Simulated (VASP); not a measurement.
Output of a VASP run:

OSZICAR:
```
       N       E                     dE             d eps       ncg     rms          rms(c)
DAV:   1     0.952923637227E+03    0.95292E+03   -0.42277E+04  1000   0.143E+03
DAV:   2     0.101714448903E+02   -0.94275E+03   -0.91546E+03  1144   0.400E+02
DAV:   3    -0.116665710960E+03   -0.12684E+03   -0.12623E+03  1100   0.163E+02
DAV:   4    -0.122127538806E+03   -0.54618E+01   -0.54303E+01  1108   0.369E+01
DAV:   5    -0.122367558794E+03   -0.24002E+00   -0.23970E+00  1300   0.735E+00    0.696E+00
DAV:   6    -0.112316212206E+03    0.10051E+02   -0.58087E+00  1056   0.119E+01    0.804E+00
DAV:   7    -0.104380735150E+03    0.79355E+01   -0.13491E+00  1040   0.597E+00    0.384E+00
DAV:   8    -0.104669394380E+03   -0.28866E+00   -0.14544E+00  1028   0.451E+00    0.121E+00
DAV:   9    -0.104497064969E+03    0.17233E+00   -0.67868E-01   972   0.508E+00    0.133E+00
DAV:  10    -0.104490734105E+03    0.63309E-02   -0.59257E-02  1152   0.173E+00    0.125E+00
DAV:  11    -0.105226411715E+03   -0.73568E+00   -0.30393E-01   976   0.354E+00    0.265E-01
DAV:  12    -0.105483152085E+03   -0.25674E+00   -0.53957E-01   960   0.424E+00    0.562E-01
DAV:  13    -0.105483341550E+03   -0.18946E-03   -0.15842E-02  1024   0.786E-01    0.664E-01
DAV:  14    -0.105483566697E+03   -0.22515E-03   -0.28450E-03  1040   0.280E-01    0.509E-01
DAV:  15    -0.105462988845E+03    0.20578E-01   -0.50108E-02   968   0.148E+00    0.226E-01
DAV:  16    -0.105483167329E+03   -0.20178E-01   -0.32572E-02   964   0.115E+00    0.559E-02
DAV:  17    -0.105487705435E+03   -0.45381E-02   -0.81873E-03   984   0.531E-01    0.160E-01
DAV:  18    -0.105488580616E+03   -0.87518E-03   -0.39140E-03   992   0.362E-01    0.310E-02
DAV:  19    -0.105488846004E+03   -0.26539E-03   -0.27747E-04  1136   0.104E-01    0.482E-02
DAV:  20    -0.105489074641E+03   -0.22864E-03   -0.67578E-05  1016   0.517E-02    0.289E-02
DAV:  21    -0.105489262711E+03   -0.18807E-03   -0.16310E-04  1000   0.680E-02    0.160E-02
DAV:  22    -0.105489261603E+03    0.11088E-05   -0.10457E-05  1136   0.228E-02    0.129E-02
DAV:  23    -0.105489258929E+03    0.26740E-05   -0.66109E-07  1108   0.555E-03    0.127E-02
DAV:  24    -0.105489271891E+03   -0.12963E-04   -0.68295E-06  1016   0.154E-02    0.402E-03
DAV:  25    -0.105489274879E+03   -0.29872E-05   -0.22264E-06  1024   0.873E-03    0.799E-04
DAV:  26    -0.105489275058E+03   -0.17951E-06   -0.24196E-07   784   0.300E-03    0.122E-03
DAV:  27    -0.105489274650E+03    0.40816E-06   -0.41442E-08   760   0.137E-03    0.526E-04
DAV:  28    -0.105489275137E+03   -0.48706E-06   -0.87346E-08   636   0.136E-03    0.307E-04
DAV:  29    -0.105489274930E+03    0.20665E-06   -0.12714E-08   588   0.587E-04    0.342E-04
DAV:  30    -0.105489274925E+03    0.52114E-08   -0.26155E-09   564   0.314E-04
   1 F= -.10548927E+03 E0= -.10548927E+03  d E =0.000000E+00
       N       E                     dE             ncg
       N       E                     dE             ncg
       N       E                     dE             ncg
       N       E                     dE             ncg
       N       E                     dE             ncg
       N       E                     dE             ncg
       N       E                     dE             ncg
       N       E                     dE             ncg
```

File OUTCAR:
```
------------------------ aborting loop because EDIFF is reached ----------------------------------------
  FORCE on cell =-STRESS in cart. coord.  units (eV):
  Direction    XX          YY          ZZ          XY          YZ          ZX
  --------------------------------------------------------------------------------------
  Total       -0.1279705     -0.1279705     -0.1279705      0.0000000      0.0000000     -0.0000000
  in kB       -0.5984482     -0.5984482     -0.5984482      0.0000000      0.0000000     -0.0000000
  external PRESSURE =      -0.5984482 kB  Pullay stress =       0.0000000 kB
  volume of cell :      342.61
      direct lattice vectors                 reciprocal lattice vectors
     0.000000000  5.553771064  5.553771064    -0.090028918  0.090028918  0.090028918
     5.553771064  0.000000000  5.553771064     0.090028918 -0.090028918  0.090028918
     5.553771064  5.553771064  0.000000000     0.090028918  0.090028918 -0.090028918
 POSITION                                       TOTAL-FORCE (eV/Angst)
 -----------------------------------------------------------------------------------
      0.00000      2.77689      2.77689         0.000000     -0.000000      0.000000
      2.77689      5.55377      2.77689         0.000000     -0.000000      0.000000
      5.55377      2.77689      2.77689         0.000000     -0.000000      0.000000
      2.77689      0.00000      2.77689         0.000000     -0.000000      0.000000
      2.77689      2.77689      5.55377         0.000000     -0.000000      0.000000
      2.77689      2.77689      0.00000         0.000000     -0.000000      0.000000
      0.00000      0.00000      0.00000         0.000000     -0.000000      0.000000
      2.77689      2.77689      2.77689         0.000000     -0.000000      0.000000
      8.33066      8.33066      8.33066         0.000000     -0.000000      0.000000
      2.52217      5.55377      5.55377         0.019293     -0.000000      0.000000
      8.58537      5.55377      5.55377        -0.019293     -0.000000      0.000000
      5.55377      2.52217      5.55377         0.000000      0.019293      0.000000
      5.55377      8.58537      5.55377         0.000000     -0.019293      0.000000
      5.55377      5.55377      2.52217         0.000000     -0.000000      0.019293
      5.55377      5.55377      8.58537         0.000000     -0.000000     -0.019293
 -----------------------------------------------------------------------------------
    total drift:                                0.000000      0.000000      0.000000
  FREE ENERGIE OF THE ION-ELECTRON SYSTEM (eV)
  ---------------------------------------------------
  free  energy   TOTEN  =      -105.4892749252 eV

  energy  without entropy=     -105.4892749252  energy(sigma->0) =     -105.48927493

 total charge

# of ion       s       p       d       tot
------------------------------------------
    1        0.037   5.981   0.000   6.018
    2        0.037   5.981   0.000   6.018
    3        0.037   5.981   0.000   6.018
    4        0.037   5.981   0.000   6.018
    5        0.037   5.981   0.000   6.018
    6        0.037   5.981   0.000   6.018
    7        0.115   0.117   0.038   0.270
    8        1.594   3.620   0.000   5.214
    9        1.594   3.620   0.000   5.214
   10        1.596   3.618   0.000   5.214
   11        1.596   3.618   0.000   5.214
   12        1.596   3.618   0.000   5.214
   13        1.596   3.618   0.000   5.214
   14        1.596   3.618   0.000   5.214
   15        1.596   3.618   0.000   5.214
--------------------------------------------------
tot         13.102  64.950   0.038  78.090

 Electric field gradients after diagonalization (V/A^2)
 (convention: |V_zz| > |V_xx| > |V_yy|)
----------------------------------------------------------------------
 ion       V_xx      V_yy      V_zz     asymmetry (V_yy - V_xx)/ V_zz
----------------------------------------------------------------------
   1      -2.186    -0.583     2.770       0.579
   2      -2.194    -0.583     2.777       0.580
   3      -2.194    -0.583     2.777       0.580
   4      -2.186    -0.583     2.770       0.579
   5      -2.194    -0.583     2.777       0.580
   6      -2.186    -0.583     2.770       0.579
...
```
(Selected blocks of OUTCAR.)

**POSCAR**
```
Na6MgCl8
1
   -0.0000000000     5.5537710638     5.5537710638
    5.5537710638    -0.0000000000     5.5537710638
    5.5537710638     5.5537710638    -0.0000000000
Na Mg Cl
6 1 8
Direct
  0.5000000000   1.0000000000   0.0000000000
  0.5000000000   1.0000000000   0.5000000000
  1.0000000000   0.5000000000   0.5000000000
  1.0000000000   0.5000000000   0.0000000000
  0.5000000000   0.5000000000   0.0000000000
  1.0000000000   1.0000000000   0.5000000000
  1.0000000000   1.0000000000   0.0000000000
  0.2500000000   0.2500000000   0.2500000000
  0.7500000000   0.7500000000   0.7500000000
  0.7729319182   0.2270680818   0.2270680818
  0.2270680818   0.7729319182   0.7729319182
  0.2270680818   0.7729319182   0.2270680818
  0.7729319182   0.2270680818   0.7729319182
  0.2270680818   0.2270680818   0.7729319182
  0.7729319182   0.7729319182   0.2270680818
```

Task: Reconstruct the remaining input files.

Result: One answer among several that fit: the input of the run itself, r2SCAN meta-GGA, plane waves, VASP's PBE PAW potentials (set 64).

### KPOINTS
```
K-points
0
Gamma
4 4 4
```

### INCAR
```
! general
SYSTEM  = Na6MgCl8
PREC    = Accurate
ENCUT   = 400
LREAL   = Auto
LASPH   = .TRUE.

! electronic loop
EDIFF   = 1E-7
NELM    = 100
ALGO    = Normal
LMIXTAU = .TRUE.

! smearing
ISMEAR  = -5

! functional
METAGGA = R2SCAN

! ions
ISIF    = 2

! output
LWAVE   = .FALSE.
LCHARG  = .FALSE.
LORBIT  = 11
NEDOS   = 601

! other
LEFG    = .TRUE.
```

File KPOINTS_OPT:
```
k-points along high-symmetry lines
10
Line-mode
Reciprocal
  0.000000   0.000000   0.000000 ! GAMMA
  0.500000   0.000000   0.500000 ! X

  0.500000   0.000000   0.500000 ! X
  0.625000   0.250000   0.625000 ! U

  0.375000   0.375000   0.750000 ! K
  0.000000   0.000000   0.000000 ! GAMMA

  0.000000   0.000000   0.000000 ! GAMMA
  0.500000   0.500000   0.500000 ! L

  0.500000   0.500000   0.500000 ! L
  0.500000   0.250000   0.750000 ! W

  0.500000   0.250000   0.750000 ! W
  0.500000   0.000000   0.500000 ! X
```

POTCAR, in this order: Na_pv Mg Cl (PBE.64 set). Program: vasp_std.

The structure comes from a computed database's Na6MgCl8 entry (Fm-3m); how it stands against other phases isn't given here. It was relaxed first.
